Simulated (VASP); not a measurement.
Given:

```xyz
4
Lattice="1.4314 -5.0016 0.0000 1.4314 5.0016 0.0000 0.0000 0.0000 4.0297" Properties=species:S:1:pos:R:3 pbc="T T T"
Ge     1.4314    -1.4907     1.0074
Ge     1.4314     1.4907     3.0223
Rh     1.4314    -4.0430     1.0074
Rh     1.4314     4.0430     3.0223
```

Method: PBEsol GGA, VASP's PBE PAW potentials (set 64) (plane waves; VASP). Run with 400 eV cut-off, Gaussian smearing of 0.050 eV, potentials Ge_d Rh_pv.

**Question.** Give the energies of bands 20 to 33 at the high-symmetry points, in eV from the Fermi level.

**Answer.** 
| band | Γ | Y | C0 | Z | A0 | T | S | R |
|---|---|---|---|---|---|---|---|---|
| 20 | -4.46 | -4.43 | -5.33 | -5.28 | -5.11 | -6.96 | -5.74 | -5.29 |
| 21 | -4.07 | -4.05 | -5.18 | -4.25 | -4.08 | -4.19 | -5.45 | -3.92 |
| 22 | -4.05 | -3.77 | -4.29 | -4.25 | -4.08 | -4.19 | -4.90 | -3.92 |
| 23 | -2.30 | -3.61 | -4.23 | -3.21 | -2.80 | -3.15 | -4.28 | -2.86 |
| 24 | -1.94 | -3.19 | -3.23 | -3.21 | -2.80 | -3.15 | -3.22 | -2.86 |
| 25 | -1.64 | -1.99 | -2.31 | -2.50 | -2.46 | -2.30 | -2.15 | -1.88 |
| 26 | -1.54 | -1.69 | -1.72 | -2.50 | -2.46 | -2.30 | -1.25 | -1.88 |
| 27 | -1.41 | -1.25 | -1.34 | -1.45 | -1.21 | -1.12 | -1.20 | -1.56 |
| 28 | -1.31 | -0.94 | -0.81 | -1.45 | -1.21 | -1.12 | -0.67 | -1.56 |
| 29 | -1.08 | -0.25 | 0.53 | -0.93 | -0.84 | -1.06 | 0.53 | -0.38 |
| 30 | -0.35 | 1.35 | 0.66 | -0.93 | -0.84 | -1.06 | 1.13 | -0.38 |
| 31 | 1.30 | 2.36 | 2.96 | 2.25 | 1.08 | 5.77 | 2.51 | 0.85 |
| 32 | 3.03 | 4.00 | 4.54 | 2.25 | 1.08 | 5.77 | 3.62 | 0.85 |
| 33 | 5.41 | 4.65 | 5.11 | 8.57 | 4.36 | 7.21 | 4.84 | 3.56 |

It has no gap at this level: it comes out as a metal or semimetal.

The structure was generated: GeRh was put into the CrB type (Cmcm), which need not be its known phase. It was relaxed first, which changed the volume by -49 %.
